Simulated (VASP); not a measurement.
# Ni: surface energy and work function by face, part 2 of 6

How do surface energy, work function and relaxation of Ni depend on the face?

VASP 6.6.1, plane waves and PAW; the level of theory is named at each step.

So far. Step 3 (The bulk reference, job self-consistent run, k-mesh …): The run ends at a pressure of 0.00 GPa.

### 4. Surface relaxation, 7 atoms, face Ni(111)

This step: PBEsol, spin-polarised from a ferromagnetic start; plane waves and PAW (Ni) (VASP 6.6.1).

System of this step: Ni(111). The cell holds 7 atoms: 7 Ni. Its edges and angles: a = 2.447 Å, b = 2.447 Å, c = 26.988 Å, α = 90.0°, β = 90.0°, γ = 60.0°. It derives from Ni. 7 layers of fcc Ni, cut at this functional's lattice. Vacuum lies along c.

All atoms relax at the fixed cell.

Contents of INCAR:

```
SYSTEM = Ni
PREC = Normal
ENCUT = 320
EDIFF = 1E-05
NELM = 120
ISMEAR = 1
SIGMA = 0.15
LREAL = .FALSE.
ALGO = Fast
GGA = PS
NBANDS = 51
ISPIN = 2
MAGMOM = 1 1 1 1 1 1 1
LASPH = .TRUE.
LMAXMIX = 4
LORBIT = 11
LWAVE = .FALSE.
LCHARG = .FALSE.
KPAR = 4
IBRION = 2
NSW = 40
ISIF = 2
EDIFFG = -0.03
POTIM = 0.4
MAXMIX = 40
```

Contents of POSCAR:

```
Ni
1.0
    2.4470699736      0.0000000000      0.0000000000
    1.2235349868      2.1192247620      0.0000000000
    0.0000000000      0.0000000000     26.9881456006
Ni
7
Direct
    0.0000000000      0.0000000000      0.2778997900
    0.3333333300      0.3333333300      0.3519331900
    0.6666666700      0.6666666700      0.4259666000
    0.0000000000      0.0000000000      0.5000000000
    0.3333333300      0.3333333300      0.5740334000
    0.6666666700      0.6666666700      0.6480668100
    0.0000000000      0.0000000000      0.7221002100
```

Contents of KPOINTS:

```
Automatic mesh
0
Gamma
15 15 1
0 0 0
```

PAW data sets: Ni (PBE family, release 64).

The run is started by

```bash
$ mpirun -np 4 vasp_std
```

The log of the run:

```text
[banner, memory and clock lines left out]
running    4 mpi-ranks, on    1 nodes
 distrk:  each k-point on    1 cores,    4 groups
 distr:  one band on    1 cores,    1 groups

 POSCAR found type information on POSCAR Ni
 POSCAR found :  1 types and       7 ions
 [... a notice as in an earlier step ...]

 LDA part: xc-table for (Slater+PW92), standard interpolation
 POSCAR, INCAR and KPOINTS ok, starting setup
 FFT: planning ... GRIDC
 FFT: planning ... GRID_SOFT
 FFT: planning ... GRID
 WAVECAR not read
 entering main loop
       N       E                     dE             d eps       ncg     rms          rms(c)
DAV:   1     0.434883243607E+03    0.43488E+03   -0.23668E+04  5580   0.121E+03
DAV:   2    -0.115104039367E+02   -0.44639E+03   -0.42114E+03  5519   0.295E+02
DAV:   3    -0.489871431061E+02   -0.37477E+02   -0.34997E+02  5892   0.114E+02
DAV:   4    -0.496282534787E+02   -0.64111E+00   -0.63985E+00  6003   0.171E+01
DAV:   5    -0.496445603280E+02   -0.16307E-01   -0.16306E-01  8243   0.177E+00    0.287E+01
RMM:   6    -0.546705753296E+02   -0.50260E+01   -0.68200E+01  5508   0.653E+01    0.390E+01
RMM:   7    -0.665213194291E+02   -0.11851E+02   -0.17739E+01  5531   0.283E+01    0.470E+01
RMM:   8    -0.528033538273E+02    0.13718E+02   -0.59907E+00  5541   0.186E+01    0.388E+01
RMM:   9    -0.432009270706E+02    0.96024E+01   -0.45123E+00  5554   0.160E+01    0.191E+01
RMM:  10    -0.453645831187E+02   -0.21637E+01   -0.74196E+00  5570   0.190E+01    0.260E+01
RMM:  11    -0.434352018958E+02    0.19294E+01   -0.21136E+00  5552   0.113E+01    0.253E+01
RMM:  12    -0.414412872991E+02    0.19939E+01   -0.57591E-01  5556   0.555E+00    0.177E+01
RMM:  13    -0.406448231547E+02    0.79646E+00   -0.55071E-01  5572   0.494E+00    0.832E+00
RMM:  14    -0.408487679166E+02   -0.20394E+00   -0.13278E-01  5568   0.204E+00    0.617E+00
RMM:  15    -0.409750213021E+02   -0.12625E+00   -0.77581E-02  5564   0.176E+00    0.808E+00
RMM:  16    -0.408992354451E+02    0.75786E-01   -0.44081E-02  5579   0.115E+00    0.736E+00
RMM:  17    -0.407458946189E+02    0.15334E+00   -0.19181E-01  6092   0.238E+00    0.482E+00
RMM:  18    -0.407290432109E+02    0.16851E-01   -0.35784E-02  5548   0.100E+00    0.437E+00
RMM:  19    -0.407453242800E+02   -0.16281E-01   -0.10933E-02  5615   0.557E-01    0.441E+00
RMM:  20    -0.408769880743E+02   -0.13166E+00   -0.60963E-02  5999   0.935E-01    0.395E+00
RMM:  21    -0.410450198603E+02   -0.16803E+00   -0.75272E-02  6096   0.984E-01    0.396E+00
RMM:  22    -0.410716533376E+02   -0.26633E-01   -0.37221E-03  5573   0.295E-01    0.354E+00
RMM:  23    -0.411849209066E+02   -0.11327E+00   -0.42051E-02  6179   0.758E-01    0.297E+00
RMM:  24    -0.413120237511E+02   -0.12710E+00   -0.72137E-02  6836   0.989E-01    0.179E+00
RMM:  25    -0.412792769600E+02    0.32747E-01   -0.65057E-03  5582   0.521E-01    0.147E+00
RMM:  26    -0.412631307306E+02    0.16146E-01   -0.14465E-03  5539   0.222E-01    0.153E+00
RMM:  27    -0.413398035370E+02   -0.76673E-01   -0.24524E-02  6342   0.619E-01    0.520E-01
RMM:  28    -0.413848667857E+02   -0.45063E-01   -0.42370E-03  5690   0.247E-01    0.550E-01
RMM:  29    -0.413938915572E+02   -0.90248E-02   -0.11261E-03  5534   0.217E-01    0.477E-01
RMM:  30    -0.414228856454E+02   -0.28994E-01   -0.44956E-04  5550   0.113E-01    0.498E-01
RMM:  31    -0.414533368596E+02   -0.30451E-01   -0.62328E-04  5462   0.922E-02    0.406E-01
RMM:  32    -0.414797293779E+02   -0.26393E-01   -0.49038E-04  5554   0.858E-02    0.151E-01
RMM:  33    -0.415028451504E+02   -0.23116E-01   -0.33677E-04  5508   0.704E-02    0.979E-02
RMM:  34    -0.415258103743E+02   -0.22965E-01   -0.45275E-04  5465   0.766E-02    0.823E-02
RMM:  35    -0.415308372427E+02   -0.50269E-02   -0.57017E-05  4342   0.368E-02    0.659E-02
RMM:  36    -0.415327020624E+02   -0.18648E-02   -0.32212E-05  3981   0.321E-02    0.384E-02
RMM:  37    -0.415335875732E+02   -0.88551E-03   -0.74923E-06  3411   0.135E-02    0.246E-02
RMM:  38    -0.415341309950E+02   -0.54342E-03   -0.35578E-06  3362   0.854E-03    0.245E-02
RMM:  39    -0.415342550743E+02   -0.12408E-03   -0.11131E-06  3114   0.546E-03    0.253E-02
RMM:  40    -0.415342691012E+02   -0.14027E-04   -0.33520E-07  2513   0.362E-03    0.104E-02
RMM:  41    -0.415342763028E+02   -0.72016E-05   -0.39130E-07  2391   0.390E-03
   1 F= -.41534276E+02 E0= -.41532905E+02  d E =-.415343E+02  mag=     4.6325
 curvature:   0.00 expect dE= 0.000E+00 dE for cont linesearch  0.000E+00
 trial: gam= 0.00000 g(F)=  0.398E-02 g(S)=  0.000E+00 ort = 0.000E+00 (trialstep = 0.100E+01)
 search vector abs. value=  0.398E-02
 bond charge predicted
       N       E                     dE             d eps       ncg     rms          rms(c)
DAV:   1    -0.415364347733E+02   -0.21657E-02   -0.68061E-01  5859   0.333E+00    0.236E-01
RMM:   2    -0.415369836834E+02   -0.54891E-03   -0.67752E-03  5522   0.654E-01    0.299E-01
RMM:   3    -0.415373701366E+02   -0.38645E-03   -0.11036E-03  5546   0.201E-01    0.321E-01
RMM:   4    -0.415372710844E+02    0.99052E-04   -0.17386E-04  5531   0.915E-02    0.192E-01
RMM:   5    -0.415372639507E+02    0.71337E-05   -0.56743E-05  4996   0.521E-02
   2 F= -.41537264E+02 E0= -.41535925E+02  d E =-.298765E-02  mag=     4.6325
[...]
3 F= -.41537950E+02 E0= -.41536681E+02  d E =-.367413E-02  mag=     4.6348
[...]
4 F= -.41538051E+02 E0= -.41536841E+02  d E =-.377482E-02  mag=     4.6375
[...]
5 F= -.41538227E+02 E0= -.41536976E+02  d E =-.395021E-02  mag=     4.6364
[...]
6 F= -.41538217E+02 E0= -.41536985E+02  d E =-.394103E-02  mag=     4.6369
[...]
7 F= -.41538235E+02 E0= -.41536993E+02  d E =-.395860E-02  mag=     4.6367
 curvature:  -0.28 expect dE=-0.118E-03 dE for cont linesearch -0.184E-06
 trial: gam= 0.09430 g(F)=  0.427E-03 g(S)=  0.000E+00 ort = 0.515E-04 (trialstep = 0.120E+01)
 search vector abs. value=  0.472E-03
 bond charge predicted
       N       E                     dE             d eps       ncg     rms          rms(c)
DAV:   1    -0.415384857827E+02   -0.25803E-03   -0.11360E-01  5595   0.138E+00    0.109E-01
RMM:   2    -0.415385614583E+02   -0.75676E-04   -0.10738E-03  5509   0.273E-01    0.108E-01
RMM:   3    -0.415385701293E+02   -0.86710E-05   -0.17139E-04  5453   0.786E-02    0.490E-02
RMM:   4    -0.415385628336E+02    0.72957E-05   -0.31673E-05  4073   0.370E-02
   8 F= -.41538563E+02 E0= -.41537356E+02  d E =-.327930E-03  mag=     4.6368
 trial-energy change:   -0.000328  1 .order   -0.000344   -0.000517   -0.000172
 step:   1.7916(harm=  1.7916)  dis= 0.00428  next Energy=   -41.538622 (dE=-0.387E-03)
 reached required accuracy - stopping structural energy minimisation
```

Elapsed: 4.6 min, on 4 MPI ranks of Intel Xeon Platinum 8259CL at 2.50GHz (Skylake/Cascade Lake), shared host; peak memory 0.98 GiB.

OUTCAR, selected parts (step 4):

```text
  LATTYP: Found a hexagonal cell.
 ALAT       =     2.4470699736
 C/A-ratio  =    11.0287592474

 Subroutine GETGRP returns: Found 12 space group operations
 (whereof 12 operations were pure point group operations)

The static configuration has the point symmetry D_3d.

 Found     27 irreducible k-points:

   k-points           NKPTS =     27   k-points in BZ     NKDIM =     27   number of bands    NBANDS=     51

   dimension x,y,z NGX =    12 NGY =   12 NGZ =  120
   dimension x,y,z NGXF=    24 NGYF=   24 NGZF=  240

   ENCUT  =  320.0 eV  23.52 Ry    4.85 a.u.   3.57  3.57 39.36*2*pi/ulx,y,z

   NELECT =      70.0000    total number of electrons

 E-fermi :   2.6791

 spin component 1
 k-point     1 :       0.0000    0.0000    0.0000
  band No.  band energies     occupation
    ...
     38       1.9828      1.00000
     39       1.9828      1.00000
     40       2.0574      1.00000
     41       2.0574      1.00000
     42       2.3935      1.01076
     43       2.7118      0.32031
     44       7.4933      0.00000
     45       7.7658      0.00000
     46       8.7343      0.00000
     47       9.8929      0.00000
    ...

 k-point     2 :       0.0667    0.0000    0.0000
  band No.  band energies     occupation
    ...
     37       1.7520      1.00000
     38       1.8175      1.00000
     39       1.9852      1.00000
     40       2.0620      1.00000
     41       2.2071      1.00004
     42       2.9729     -0.00911
     43       3.3634     -0.00000
     44       7.6340      0.00000
     45       7.9123      0.00000
     46       8.8486      0.00000
    ...

 k-point     3 :       0.1333    0.0000    0.0000
  band No.  band energies     occupation
    ...
     36       1.6101      1.00000
     37       1.8240      1.00000
     38       1.9912      1.00000
     39       2.0744      1.00000
     40       2.0866      1.00000
     41       2.8297     -0.02554
     42       3.8333     -0.00000
     43       4.4256     -0.00000
     44       8.0495      0.00000
     45       8.3509      0.00000
    ...

 k-point     4 :       0.2000   -0.0000    0.0000
  band No.  band energies     occupation
    ...
     36       1.8212      1.00000
     37       1.8292      1.00000
     38       1.9978      1.00000
     39       2.0905      1.00000
     40       2.5234      1.02863
     41       3.5383     -0.00000
     42       4.7980     -0.00000
     43       5.6517     -0.00000
     44       8.7153      0.00000
     45       9.0794      0.00000
    ...

  Total       -1.5812685     -1.5812685     -0.3508269      0.0000000      0.0000000      0.0000000
  in kB      -18.1017165    -18.1017165     -4.0161233      0.0000000      0.0000000      0.0000000
  external PRESSURE =     -13.4065188 kB  Pullay stress =       0.0000000 kB

  energy-cutoff  :      320.00
  volume of cell :      139.96
      direct lattice vectors                 reciprocal lattice vectors
     2.447069974  0.000000000  0.000000000     0.408651984 -0.235935333  0.000000000
     1.223534987  2.119224762  0.000000000     0.000000000  0.471870666  0.000000000
     0.000000000  0.000000000 26.988145601     0.000000000  0.000000000  0.037053305

 POSITION                                       TOTAL-FORCE (eV/Angst)
 -----------------------------------------------------------------------------------
      3.67060      2.11922      7.51465         0.000000      0.000000      0.012481
      1.22353      0.70641      9.48749         0.000000      0.000000      0.022000
      2.44707      1.41282     11.49071        -0.000000     -0.000000     -0.013452
      2.44707      0.00000     13.49407        -0.000000     -0.000000      0.000000
      1.22353      0.70641     15.49744         0.000000     -0.000000      0.013452
      2.44707      1.41282     17.50066        -0.000000     -0.000000     -0.022000
      0.00000      0.00000     19.47350        -0.000000     -0.000000     -0.012481
 -----------------------------------------------------------------------------------
    total drift:                                0.000000      0.000000      0.000000

  FREE ENERGIE OF THE ION-ELECTRON SYSTEM (eV)
  ---------------------------------------------------
  free  energy   TOTEN  =       -41.5385628336 eV

  energy  without entropy=      -41.5349415513  energy(sigma->0) =      -41.53735574

 total charge
# of ion       s       p       d       tot
------------------------------------------
    1        0.515   0.427   8.303   9.245
    2        0.521   0.552   8.323   9.395
    3        0.523   0.546   8.319   9.388
    4        0.522   0.547   8.320   9.389
    5        0.523   0.546   8.319   9.388
    6        0.521   0.552   8.323   9.395
    7        0.515   0.427   8.303   9.245
--------------------------------------------------
tot          3.638   3.598  58.210  65.445

 magnetization (x)
# of ion       s       p       d       tot
------------------------------------------
    1       -0.004  -0.023   0.720   0.693
    2       -0.006  -0.025   0.721   0.690
    3       -0.006  -0.024   0.675   0.645
    4       -0.006  -0.024   0.668   0.637
    5       -0.006  -0.024   0.675   0.645
    6       -0.006  -0.025   0.721   0.690
    7       -0.004  -0.023   0.720   0.693
--------------------------------------------------
tot         -0.040  -0.168   4.900   4.692

[... 1 part as in an earlier step ...]

[... 11 further parts left out ...]
```

The magnetic state follows from one typed start and may not be the lowest. The run keeps the 12 symmetry operations of its start, so it cannot find a distortion of lower symmetry.

Relaxation path:

```csv
step,energy less that of the first step (eV),largest force (eV/Å)
1,0.0000,0.1661
2,-0.0030,0.0867
3,-0.0037,0.0567
4,-0.0038,0.0880
5,-0.0040,0.0578
6,-0.0039,0.0607
7,-0.0040,0.0588
8,-0.0043,0.0220
```

The atoms that moved most (Å):

| atom | dx | dy | dz | length |
| --- | --- | --- | --- | --- |
| Ni1 | 0.000 | 0.000 | 0.015 | 0.015 |
| Ni7 | 0.000 | 0.000 | -0.015 | 0.015 |
| Ni6 | 0.000 | 0.000 | 0.011 | 0.011 |
| Ni2 | 0.000 | 0.000 | -0.011 | 0.011 |
| Ni5 | 0.000 | 0.000 | 0.005 | 0.005 |
| Ni3 | 0.000 | 0.000 | -0.005 | 0.005 |

Final coordinates:

```xyz
7
Lattice="2.4471 0.0000 0.0000 1.2235 2.1192 0.0000 0.0000 0.0000 26.9881" Properties=species:S:1:pos:R:3
Ni    0.0000    0.0000    7.5146
Ni    1.2235    0.7064    9.4875
Ni    2.4471    1.4128   11.4907
Ni    0.0000    0.0000   13.4941
Ni    1.2235    0.7064   15.4974
Ni    2.4471    1.4128   17.5007
Ni    0.0000    0.0000   19.4735
```

Numbers from this step:

```
electronic cycles                                 : 69
electrons                                         : 70
free energy (TOTEN)                               : -41.54 eV
energy at zero smearing                           : -41.54 eV
Fermi energy                                      : 2.679 eV
moment of the cell, from the last line of the log : 4.637 μB
```

Spin moment in the PAW sphere by atom:

```
atom  spin moment in the PAW sphere (μB)
 Ni1                               0.693
 Ni2                               0.690
 Ni3                               0.645
 Ni4                               0.637
 Ni5                               0.645
 Ni6                               0.690
 Ni7                               0.693
```

The run ended after 8 ionic steps, 0.004 eV below its first step, once the forces on the free atoms met EDIFFG = -0.03.

(Continued in part 3 of 6.)

[Lines on the potential files, build, host, timing and source positions are cut from VASP's logs without a mark.]

[Logs are printed without paths, hosts, clocks, repeated set-up lines and the standing remarks that a program may print on its own settings, such as how far it seeks lower states.]

[Hosts, paths, dates, database ids (printed as entryN), source tags and the programs' standing remarks are cut or masked in the printed files.]

[Runs that stopped without an error message from VASP are left out.]
